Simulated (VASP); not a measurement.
# Lu3Si (I4/mmm) in VASP: equation of state

Aim: energy against volume of Lu3Si in PBE, for its equilibrium volume and stiffness.

All numbers are computed with VASP 6.6.1; they aren't measurements. Logs are shortened: lines on timing, memory, paths and dates and some standing lists are left out, and cuts for length are marked.

### 1 The structure

Symmetry: I4/mmm, No. 139, tetragonal system. Conventional cell: a = 4.389 Å, b = 4.389 Å, c = 9.915 Å, α = 90.00°, β = 90.00°, γ = 90.00°. Around Lu (site symmetry 4/mmm) lie 4 Si at 3.10 Å and 8 Lu at 3.31 Å. Lu (site symmetry -4m2) is surrounded by 8 Lu at 3.10 to 3.31 Å and 4 Si at 3.31 Å. Around Si (site symmetry 4/mmm) lie 12 Lu at 3.10 to 3.31 Å.

The cell comes from a database or a generator and needn't be the stable form of this composition.

### 2 Equation of state, PBE, 22.44 Å³/atom (volume scaled by 0.94)

INCAR

```
  PREC = Accurate
  ENCUT = 520
  EDIFF = 1E-7
  ISMEAR = -1
  SIGMA = 0.05
  LREAL = F
  LASPH = T
  NELM = 60
  ALGO = Normal
  ISIF = 2
  LWAVE = F
  LCHARG = F
  GGA = PE
  NBANDS = 48
```

KPOINTS

```
regular mesh
0
Gamma
  9 9 9
```

POSCAR

```
Lu3Si
1.0
   -2.1497673478      2.1497673478      4.8565165817
    2.1497673478     -2.1497673478      4.8565165817
    2.1497673478      2.1497673478     -4.8565165817
Lu Si
3 1
Direct
    0.5000000000      0.5000000000      0.0000000000
    0.2500000000      0.7500000000      0.5000000000
    0.7500000000      0.2500000000      0.5000000000
    0.0000000000      0.0000000000      0.0000000000
```

Potentials or basis: VASP PAW PBE potentials, release 64 (Lu, Si).

On the command line:

```bash
cat potpaw_PBE.64/Lu/POTCAR potpaw_PBE.64/Si/POTCAR > POTCAR
mpirun -np 1 vasp_std > vasp.out
```

OUTCAR:

```text
PREC = Accurate
   ENCUT = 520
   EDIFF = 1E-7
   ISMEAR = -1
   LREAL = F
   LASPH = T
   NELM = 60
   ISIF = 2
   GGA = PE

 Found     75 irreducible k-points:

 Following reciprocal coordinates:
            Coordinates               Weight
  0.000000  0.000000  0.000000      1.000000
  0.111111  0.000000 -0.000000      8.000000
  0.222222  0.000000 -0.000000      8.000000
  0.333333  0.000000 -0.000000      8.000000
  0.444444  0.000000 -0.000000      8.000000
  0.111111  0.111111 -0.000000      8.000000
   k-points           NKPTS =     75   k-points in BZ     NKDIM =     75   number of bands    NBANDS=     48
   number of dos      NEDOS =    301   number of ions     NIONS =      4
   total plane-waves  NPLWV = 110592
   dimension x,y,z NGX =    48 NGY =   48 NGZ =   48
   dimension x,y,z NGXF=    96 NGYF=   96 NGZF=   96
   ions per type =               3   1
   NGX,Y,Z   is equivalent  to a cutoff of  13.93, 13.93, 13.93 a.u.
   NGXF,Y,Z  is equivalent  to a cutoff of  27.85, 27.85, 27.85 a.u.
 SYSTEM =  unknown system
   PREC   = accura    normal or accurate (medium, high low for compatibility)
   ISTART =      0    job   : 0-new  1-cont  2-samecut
   ICHARG =      2    charge: 1-file 2-atom 10-const
   ISPIN  =      1    spin polarized calculation?
   LNONCOLLINEAR =      F non collinear calculations
   LSORBIT =      F    spin-orbit coupling
   LASPH  =      T    aspherical Exc in radial PAW
   ENCUT  =  520.0 eV  38.22 Ry    6.18 a.u.  10.65 10.65 10.65*2*pi/ulx,y,z
   NELM   =     60;   NELMIN=  2; NELMDL= -5     # of ELM steps
   EDIFF  = 0.1E-06   stopping-criterion for ELM
   LREAL  =      F    real-space projection
   EDIFFG = 0.1E-05   stopping-criterion for IOM
   NSW    =      0    number of steps for IOM
   IBRION =     -1    ionic relax: 0-MD 1-quasi-New 2-CG
   NFREE  =      0    steps in history (QN), initial steepest desc. (CG)
   ISIF   =      2    stress and relaxation
   ISYM   =      2    0-nonsym 1-usesym 2-fastsym
   POTIM  = 0.5000    time-step for ionic-motion
   TEBEG  =    0.0;   TEEND  =   0.0 temperature during run
   PSTRESS=    0.0 pullay stress
   NELECT =      79.0000    total number of electrons
   NUPDOWN=      -1.0000    fix difference up-down
   EMIN   =  10.00;   EMAX   =-10.00  energy-range for DOS
   EFERMI =   0.00;   METHOD = LEGACY
   ISMEAR =    -1;   SIGMA  =   0.05  broadening in eV -4-tet -1-fermi 0-gaus
   EFERMI_NEDOS =   21; number of points for ismear=-14 and -15
   IALGO  =     38    algorithm
   IMIX   =      4    mixing-type and parameters
     AMIX     =   0.40;   BMIX     =  1.00
     AMIX_MAG =   1.60;   BMIX_MAG =  1.00
  volume/ion in A,a.u.               =      22.44       151.46
  Fermi-wavevector in a.u.,A,eV,Ry     =   1.568777  2.964559 33.484779  2.461062
  Thomas-Fermi vector in A             =   2.670758
   LORBIT       =      0    0 simple, 1 ext, 2 COOP (PROOUT), +10 PAW based schemes
   GGA     = PE    functional components
   LHFCALC =     F    Hartree Fock is set to
   AEXX    =    0.0000 exact exchange contribution
   IVDW    =     0    specifies the selected vdW correction
   LEPSILON=     F    determine dielectric tensor
   LRPA    =     F    only Hartree local field effects (RPA)
 non-spin polarized calculation
  energy-cutoff  :      520.00
  volume of cell :       89.78
 maximum number of plane-waves:      2440
 NGX is ok and might be reduce to    48
   NGX = 21   NGY = 21   NGZ = 21

 number of electron      79.0000007 magnetization

 Free energy of the ion-electron system (eV)
  ---------------------------------------------------
  ext. energy  EPLUGINS =         0.00000000
  ---------------------------------------------------
  free energy    TOTEN  =       -19.80777712 eV

  energy without entropy =      -19.78280337  energy(sigma->0) =      -19.79529025

 E-fermi :   3.9219     XC(G=0): -11.3710

 val. band max:        3.9213671365   @ k =  -0.2222   0.2222   0.1111
 cond. band min:       3.9266212853   @ k =   0.2222   0.1111  -0.0000
 fundamental gap:      0.0052541489
 Fermi energy:         3.9219169693

 k-point     1 :       0.0000    0.0000    0.0000
  band No.  band energies     occupation
      1     -52.1469      2.00000
      2     -52.0376      2.00000
      3     -51.9762      2.00000
      4     -23.1725      2.00000
      5     -23.1725      2.00000
      6     -23.1358      2.00000
[... 40 lines left out ...]
     47       8.2615      0.00000
     48       8.2615      0.00000

 k-point     2 :       0.1111    0.0000   -0.0000
  band No.  band energies     occupation
      1     -52.1433      2.00000
      2     -52.0407      2.00000
      3     -51.9766      2.00000
      4     -23.1795      2.00000
      5     -23.1532      2.00000
      6     -23.0981      2.00000
[... 40 lines left out ...]
     47       7.8199      0.00000
     48       8.2233      0.00000

 k-point     3 :       0.2222    0.0000   -0.0000
  band No.  band energies     occupation
      1     -52.1332      2.00000
      2     -52.0496      2.00000
      3     -51.9777      2.00000
      4     -23.1593      2.00000
      5     -23.0977      2.00000
      6     -23.0356      2.00000
[... 40 lines left out ...]
     47       8.0961      0.00000
     48       8.2103      0.00000

 k-point     4 :       0.3333    0.0000   -0.0000
  band No.  band energies     occupation
      1     -52.1179      2.00000
      2     -52.0634      2.00000
      3     -51.9790      2.00000
      4     -23.1015      2.00000
      5     -23.0137      2.00000
      6     -22.9901      2.00000
[... 40 lines left out ...]
     47       7.9462      0.00000
     48       8.2920      0.00000

 k-point     5 :       0.4444    0.0000   -0.0000
  band No.  band energies     occupation
      1     -52.0997      2.00000
      2     -52.0806      2.00000
      3     -51.9798      2.00000
      4     -23.0383      2.00000
      5     -22.9544      2.00000
      6     -22.9198      2.00000
[... 40 lines left out ...]
     47       7.5790      0.00000
     48       7.6996      0.00000

 k-point     6 :       0.1111    0.1111   -0.0000
  band No.  band energies     occupation
      1     -52.1397      2.00000
      2     -52.0436      2.00000
      3     -51.9774      2.00000
      4     -23.2150      2.00000
      5     -23.0897      2.00000
      6     -23.0785      2.00000
[... 40 lines left out ...]
     47       7.9101      0.00000
     48       8.1463      0.00000

 [... further k-points ...]

------------------------ aborting loop because EDIFF is reached ----------------------------------------

  FORCE on cell =-STRESS in cart. coord.  units (eV):
  Direction    XX          YY          ZZ          XY          YZ          ZX
  --------------------------------------------------------------------------------------
  -------------------------------------------------------------------------------------
  Total        2.1098632      2.1098632      1.8421029      0.0000000      0.0000000      0.0000000
  in kB       37.6527829     37.6527829     32.8743121      0.0000000      0.0000000      0.0000000
  external PRESSURE =      36.0599593 kB  Pullay stress =       0.0000000 kB

 VOLUME and BASIS-vectors are now :
 -----------------------------------------------------------------------------
  energy-cutoff  :      520.00
  volume of cell :       89.78
      direct lattice vectors                 reciprocal lattice vectors
    -2.149767348  2.149767348  4.856516582     0.000000000  0.232583307  0.102954451
     2.149767348 -2.149767348  4.856516582     0.232583307  0.000000000  0.102954451
     2.149767348  2.149767348 -4.856516582     0.232583307  0.232583307  0.000000000

 POSITION                                       TOTAL-FORCE (eV/Angst)
 -----------------------------------------------------------------------------------
      0.00000      0.00000      4.85652        -0.000000      0.000000      0.000000
      2.14977      0.00000      2.42826        -0.000000     -0.000000     -0.000000
      0.00000      2.14977      2.42826         0.000000      0.000000      0.000000
      0.00000      0.00000      0.00000        -0.000000      0.000000      0.000000
 -----------------------------------------------------------------------------------
    total drift:                                0.000000     -0.000000      0.000000

  FREE ENERGIE OF THE ION-ELECTRON SYSTEM (eV)
  ---------------------------------------------------
  free  energy   TOTEN  =       -19.8077771197 eV

  energy  without entropy=      -19.7828033740  energy(sigma->0) =      -19.79529025
```

Wall time 8.1 min (1 thread of Intel Xeon Platinum 8488C (Sapphire Rapids), shared host); peak memory 0.5 GiB.

Results:

| Quantity | Value |
| --- | --- |
| Free energy | -19.8078 eV |
| Pressure | 3.6 GPa |
| Band gap on the k mesh | none (metal or under the smearing width) |

### 3 Equation of state, PBE, 22.92 Å³/atom (volume scaled by 0.96)

INCAR

```
PREC     = Accurate       # precision mode
ENCUT    = 520            # plane-wave cutoff, eV
EDIFF    = 1E-7           # SCF threshold, eV
ISMEAR   = -1             # smearing method
SIGMA    = 0.05           # smearing width, eV
LREAL    = F              # projectors in reciprocal space
LASPH    = T              # aspherical terms in the spheres
NELM     = 100            # most SCF steps
ALGO     = Normal         # electronic algorithm
ISIF     = 2              # what is computed and relaxed
LWAVE    = F              # write WAVECAR
LCHARG   = F              # write CHGCAR
GGA      = PE             # functional
NBANDS   = 48             # bands
```

KPOINTS

```
Automatic mesh
0
Gamma
  9 9 9
```

POSCAR

```
Lu3Si
1.0
   -2.1649070533      2.1649070533      4.8907185295
    2.1649070533     -2.1649070533      4.8907185295
    2.1649070533      2.1649070533     -4.8907185295
Lu Si
3 1
Direct
    0.5000000000      0.5000000000      0.0000000000
    0.2500000000      0.7500000000      0.5000000000
    0.7500000000      0.2500000000      0.5000000000
    0.0000000000      0.0000000000      0.0000000000
```

Potentials or basis: VASP PAW PBE potentials, release 64 (Lu, Si).

On the command line:

```bash
cat potpaw_PBE.64/Lu/POTCAR potpaw_PBE.64/Si/POTCAR > POTCAR
mpirun -np 1 vasp_std > vasp.out
```

Wall time 7.5 min (1 thread of Intel Xeon Platinum 8488C (Sapphire Rapids), shared host); peak memory 0.5 GiB.

Results (log left out):

```
Free energy            : -19.8427 eV
Pressure               : 2.1 GPa
Band gap on the k mesh : none (metal or under the smearing width)
```

### 4 Equation of state, PBE, 23.40 Å³/atom (volume scaled by 0.98)

INCAR

```
SYSTEM = Lu3Si
ALGO = Normal ; EDIFF = 1E-7
ENCUT = 520 ; GGA = PE
ISIF = 2 ; ISMEAR = -1
LASPH = .TRUE. ; LCHARG = .FALSE.
LREAL = .FALSE. ; LWAVE = .FALSE.
NBANDS = 48 ; NELM = 80
PREC = Accurate ; SIGMA = 0.05
```

KPOINTS

```
k-points
0
G
  9 9 9
  0 0 0
```

POSCAR

```
Lu3Si
1.0
   -2.1798379186      2.1798379186      4.9244486887
    2.1798379186     -2.1798379186      4.9244486887
    2.1798379186      2.1798379186     -4.9244486887
Lu Si
3 1
Direct
    0.5000000000      0.5000000000      0.0000000000
    0.2500000000      0.7500000000      0.5000000000
    0.7500000000      0.2500000000      0.5000000000
    0.0000000000      0.0000000000      0.0000000000
```

On the command line:

```bash
cat potpaw_PBE.64/Lu/POTCAR potpaw_PBE.64/Si/POTCAR > POTCAR
mpirun -np 1 vasp_std > vasp.out
```

It took 9 min on 1 thread of Intel Xeon Platinum 8488C (Sapphire Rapids), shared host; peak memory 0.51 GiB.

Results (log left out):

```
Free energy            : -19.8605 eV
Pressure               : 0.8 GPa
Band gap on the k mesh : none (metal or under the smearing width)
```

### 5 Equation of state, PBE, 24.35 Å³/atom (volume scaled by 1.02)

INCAR

```
SYSTEM = Lu3Si
PREC = Accurate ; ENCUT = 520
EDIFF = 1E-7 ; ISMEAR = -1
SIGMA = 0.05 ; LREAL = .FALSE.
LASPH = .TRUE. ; NELM = 80
ALGO = Normal ; ISIF = 2
LWAVE = .FALSE. ; LCHARG = .FALSE.
GGA = PE ; NBANDS = 48
```

KPOINTS

```
Automatic mesh
0
G
  9 9 9
  0 0 0
```

POSCAR

```
Lu3Si
1.0
   -2.2091009799      2.2091009799      4.9905565595
    2.2091009799     -2.2091009799      4.9905565595
    2.2091009799      2.2091009799     -4.9905565595
Lu Si
3 1
Direct
    0.5000000000      0.5000000000      0.0000000000
    0.2500000000      0.7500000000      0.5000000000
    0.7500000000      0.2500000000      0.5000000000
    0.0000000000      0.0000000000      0.0000000000
```

On the command line:

```bash
cat potpaw_PBE.64/Lu/POTCAR potpaw_PBE.64/Si/POTCAR > POTCAR
mpirun -np 1 vasp_std > vasp.out
```

It took 9.6 min on 1 thread of Intel Xeon Platinum 8488C (Sapphire Rapids), shared host; peak memory 0.51 GiB.

It converged, with:

| Item | Value |
| --- | --- |
| Free energy | -19.8511 eV |
| Pressure | -1.6 GPa |
| Band gap on the k mesh | none (metal or under the smearing width) |

### 6 Equation of state, PBE, 24.83 Å³/atom (volume scaled by 1.04)

INCAR

```
  PREC = Accurate
  ENCUT = 520
  EDIFF = 1E-7
  ISMEAR = -1
  SIGMA = 0.05
  LREAL = F
  LASPH = T
  NELM = 100
  ALGO = Normal
  ISIF = 2
  LWAVE = F
  LCHARG = F
  GGA = PE
  NBANDS = 48
```

KPOINTS

```
regular mesh
0
Gamma
  9 9 9
```

POSCAR

```
Lu3Si
1.0
   -2.2234461934      2.2234461934      5.0229636790
    2.2234461934     -2.2234461934      5.0229636790
    2.2234461934      2.2234461934     -5.0229636790
Lu Si
3 1
Direct
    0.5000000000      0.5000000000      0.0000000000
    0.2500000000      0.7500000000      0.5000000000
    0.7500000000      0.2500000000      0.5000000000
    0.0000000000      0.0000000000      0.0000000000
```

Potentials or basis: VASP PAW PBE potentials, release 64 (Lu, Si).

On the command line:

```bash
cat potpaw_PBE.64/Lu/POTCAR potpaw_PBE.64/Si/POTCAR > POTCAR
mpirun -np 1 vasp_std > vasp.out
```

It took 8.9 min on 1 thread of Intel Xeon Platinum 8488C (Sapphire Rapids), shared host; peak memory 0.52 GiB.

It converged, with:

- Free energy: -19.8264 eV
- Pressure: -2.6 GPa
- Band gap on the k mesh: none (metal or under the smearing width)

### 7 Equation of state, PBE

This step only gathers the single runs of the series.

What came out:

* Equilibrium volume: 23.71 Å³/atom
* Bulk modulus at fixed shape and positions: 61 GPa
* Pressure derivative of the bulk modulus: 3.6

Energy against volume, from the lowest point:
| volume (Å³/atom) | energy (meV/atom) |
| --- | --- |
| 22.444 | 13.78 |
| 22.922 | 5.05 |
| 23.399 | 0.59 |
| 23.877 | 0.00 |
| 24.355 | 2.95 |
| 24.832 | 9.13 |

Caveat: the cell was scaled at fixed shape and fractional positions, which overstates the stiffness of a crystal with free parameters, most of all of layers and chains. The run has no spin-orbit coupling, so splittings on Lu are missing.
